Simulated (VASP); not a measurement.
Output of a VASP run:

OSZICAR:
```
       N       E                     dE             d eps       ncg     rms          rms(c)
DAV:   1     0.678133779704E+02    0.67813E+02   -0.13341E+04  4952   0.255E+03
DAV:   2    -0.269848821028E+02   -0.94798E+02   -0.93452E+02  4952   0.308E+02
DAV:   3    -0.296355805093E+02   -0.26507E+01   -0.26467E+01  5720   0.639E+01
DAV:   4    -0.296432982584E+02   -0.77177E-02   -0.77174E-02  5824   0.341E+00
DAV:   5    -0.296433105025E+02   -0.12244E-04   -0.12244E-04  5720   0.112E-01    0.560E+00
DAV:   6    -0.271650799553E+02    0.24782E+01   -0.24969E+00  4896   0.360E+01    0.483E+00
DAV:   7    -0.267300155350E+02    0.43506E+00   -0.27192E-01  5792   0.101E+01    0.239E+00
DAV:   8    -0.270939044969E+02   -0.36389E+00   -0.15966E-01  4880   0.504E+00    0.353E-01
DAV:   9    -0.269368101262E+02    0.15709E+00   -0.27698E-01  4928   0.623E+00    0.249E-01
DAV:  10    -0.269375670623E+02   -0.75694E-03   -0.22820E-03  5928   0.547E-01    0.225E-01
DAV:  11    -0.269288981540E+02    0.86689E-02   -0.25963E-03  5232   0.830E-01    0.936E-02
DAV:  12    -0.269524967463E+02   -0.23599E-01   -0.85504E-02  4832   0.332E+00    0.154E-01
DAV:  13    -0.269514524539E+02    0.10443E-02   -0.96464E-04  5616   0.322E-01    0.155E-01
DAV:  14    -0.269494608639E+02    0.19916E-02   -0.86087E-04  4960   0.349E-01    0.128E-01
DAV:  15    -0.269464707916E+02    0.29901E-02   -0.91076E-03  4944   0.898E-01    0.980E-02
DAV:  16    -0.269458100981E+02    0.66069E-03   -0.37092E-03  5160   0.750E-01    0.102E-01
DAV:  17    -0.269457705612E+02    0.39537E-04   -0.92906E-05  5288   0.112E-01    0.989E-02
DAV:  18    -0.269457571623E+02    0.13399E-04   -0.29014E-04  4944   0.168E-01    0.973E-02
DAV:  19    -0.269457304148E+02    0.26748E-04   -0.15416E-04  4904   0.190E-01    0.542E-02
DAV:  20    -0.269457415700E+02   -0.11155E-04   -0.68690E-05  4872   0.100E-01    0.316E-02
DAV:  21    -0.269457425592E+02   -0.98912E-06   -0.28132E-06  5472   0.191E-02    0.296E-02
DAV:  22    -0.269457582558E+02   -0.15697E-04   -0.18531E-05  5000   0.538E-02    0.155E-02
DAV:  23    -0.269457616612E+02   -0.34054E-05   -0.32814E-05  5048   0.686E-02    0.692E-03
DAV:  24    -0.269457699253E+02   -0.82641E-05   -0.15262E-05  4832   0.405E-02    0.483E-03
DAV:  25    -0.269457710843E+02   -0.11590E-05   -0.81718E-06  4832   0.379E-02    0.309E-03
DAV:  26    -0.269457713584E+02   -0.27415E-06   -0.10233E-06  5312   0.133E-02    0.150E-03
DAV:  27    -0.269457715296E+02   -0.17117E-06   -0.62744E-07  4808   0.101E-02    0.648E-04
DAV:  28    -0.269457720724E+02   -0.54278E-06   -0.22683E-07  3952   0.692E-03    0.653E-04
DAV:  29    -0.269457719826E+02    0.89820E-07   -0.10754E-07  3912   0.482E-03
   1 F= -.26945772E+02 E0= -.26945694E+02  d E =-.269458E+02
```

**OUTCAR**
```
------------------------ aborting loop because EDIFF is reached ----------------------------------------
  FORCE on cell =-STRESS in cart. coord.  units (eV):
  Direction    XX          YY          ZZ          XY          YZ          ZX
  --------------------------------------------------------------------------------------
  Total        1.2470868      1.2470872      1.2593491      0.0000000      0.0000000     -0.0000000
  in kB       75.8326523     75.8326793     76.5783014      0.0000000      0.0000000     -0.0000000
  external PRESSURE =      76.0812110 kB  Pullay stress =       0.0000000 kB
  volume of cell :       26.35
      direct lattice vectors                 reciprocal lattice vectors
     1.280155492 -2.217294749  0.000000000     0.390577553 -0.225500015  0.000000000
     1.280155492  2.217294749  0.000000000     0.390577553  0.225500015  0.000000000
     0.000000000  0.000000000  4.641248859     0.000000000  0.000000000  0.215459250
 POSITION                                       TOTAL-FORCE (eV/Angst)
 -----------------------------------------------------------------------------------
      1.28016      0.73910      1.16031         0.000000      0.000000      0.000000
      1.28016     -0.73910      3.48094        -0.000000     -0.000000      0.000000
 -----------------------------------------------------------------------------------
    total drift:                                0.000000      0.000052      0.000004
  FREE ENERGIE OF THE ION-ELECTRON SYSTEM (eV)
  ---------------------------------------------------
  free  energy   TOTEN  =       -26.9457719826 eV

  energy  without entropy=      -26.9455376855  energy(sigma->0) =      -26.94569388

 reached required accuracy - stopping structural energy minimisation
```
(Selected blocks of OUTCAR.)

File POSCAR:
```
Zn
1
    1.2801554924    -2.2172947492     0.0000000000
    1.2801554924     2.2172947492     0.0000000000
    0.0000000000     0.0000000000     4.6412488594
Zn
2
Direct
  0.3333330000   0.6666670000   0.2500000000
  0.6666670000   0.3333330000   0.7500000000
```

Reconstruct the remaining input files.

Several could match; the one computed here: the input of the run itself, SCAN meta-GGA, plane waves, VASP's PBE PAW potentials (set 64).

INCAR:
```
LWAVE=F
ISIF=4   ! ions and shape, fixed volume
EDIFFG=-0.01   ! ionic stop
METAGGA=SCAN
IBRION=2   ! conjugate gradients
NSW=30
ISMEAR=1   ! Methfessel-Paxton
SYSTEM=Zn
LCHARG=F
NELM=100   ! most electronic steps
ENCUT=520
ALGO=Normal
LMIXTAU=T
LREAL=F
EDIFF=1E-7
SIGMA=0.1
LASPH=T
PREC=Accurate
LMAXMIX=4   ! l cut-off of mixed one-centre charges
```

### KPOINTS
```
Automatic mesh
0
Gamma
  16 16 8
0 0 0
```

POTCAR, in this order: Zn (PBE.64 set). Program: vasp_std.

The compound is Zn in the hcp structure. This cell is one point of a volume scan, at 0.94 of the reference volume.
